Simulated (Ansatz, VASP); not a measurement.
# Two plane-wave programs on BaAu3

```
CELL_PARAMETERS angstrom
4.62541 0.00000 0.00000
0.00000 4.62541 0.00000
0.00000 0.00000 4.62541
ATOMIC_POSITIONS crystal
Ba 0.00000 0.00000 0.00000
Au 0.00000 0.50000 0.50000
Au 0.50000 0.50000 0.00000
Au 0.50000 0.00000 0.50000
```

Alike in both runs: task single point; functional PBE; k mesh 8 × 8 × 8; occupations gaussian, width 0.05 eV; no spin polarisation.

|  | VASP | Ansatz |
| --- | --- | --- |
| version | VASP 6.6.1 | Ansatz 0.2.0 |
| potentials or method | VASP PAW PBE potentials, release 64 (Ba_sv, Au) | scalar-relativistic, plane waves, PAW |
| plane-wave cutoff (eV) | 520 | 420 |
| valence electrons in the cell | 43 | 67 |

Ansatz gave:

- gap on the k mesh at the Fermi level (eV): none
- pressure (GPa): 1.0

Problem. What did VASP give for the same quantities?

Solution. gap on the k mesh at the Fermi level (eV): none; pressure (GPa): 1.7.

A gap of «none» marks a metal or a gap that the smearing closes. The functional is the same, so the differences come from potentials, cutoffs and numerics. The two sets of potentials don't hold the same shells in valence.

Spin-orbit coupling is left out, which matters for the levels of Au, Ba.
